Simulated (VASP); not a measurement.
Computed with r2SCAN meta-GGA, VASP's PBE PAW potentials (set 64) (plane waves; VASP).

VASP input:

POSCAR:
```
Te
1
    2.3126859699     1.3352296348     3.4765511619
   -2.3126859699     1.3352296348     3.4765511619
    0.0000000000    -2.6704602797     3.4765511236
Te
2
Direct
  0.2498466382   0.2498466382   0.2498466387
  0.7501533618   0.7501533618   0.7501533613
```

INCAR:
```
# general
SYSTEM  = Te
PREC    = Accurate
ENCUT   = 400   # plane-wave cut-off (eV)
LREAL   = .FALSE.   # projection in real space or not
LASPH   = .TRUE.   # aspherical one-centre terms

# electronic loop
EDIFF   = 1E-6   # SCF stop (eV)
NELM    = 100   # most electronic steps
ALGO    = Normal   # blocked Davidson
LMAXMIX = 4
LMIXTAU = .TRUE.

# smearing
ISMEAR  = 1   # Methfessel-Paxton
SIGMA   = 0.1   # width (eV)

# functional
METAGGA = R2SCAN

# ions
IBRION  = 2   # conjugate gradients
NSW     = 60   # most ionic steps
ISIF    = 3
EDIFFG  = -0.01   # ionic stop

# output
LWAVE   = .FALSE.
LCHARG  = .FALSE.
```

KPOINTS:
```
Automatic mesh
0
Gamma
9 9 9
0 0 0
```

POTCAR, in this order: Te (PBE.64 set). Program: vasp_std.

Question: What will the output report for the number of irreducible k-points (NKPTS), number of bands (NBANDS), largest plane-wave count, number of space-group operations, FFT grid (NGX, NGY, NGZ)?

Answer: 
```
Item                                           Value
--------------------------------------  ------------
number of irreducible k-points (NKPTS)            85
number of bands (NBANDS)                          10
largest plane-wave count                        1194
number of space-group operations                  12
FFT grid (NGX, NGY, NGZ)                30 × 30 × 30
```

The structure was generated: Te was put into the A7 type (R-3m), which need not be its known phase. This run relaxes it. Symmetry was kept, so distortions that lower it aren't found. The start is the result of an earlier pass.
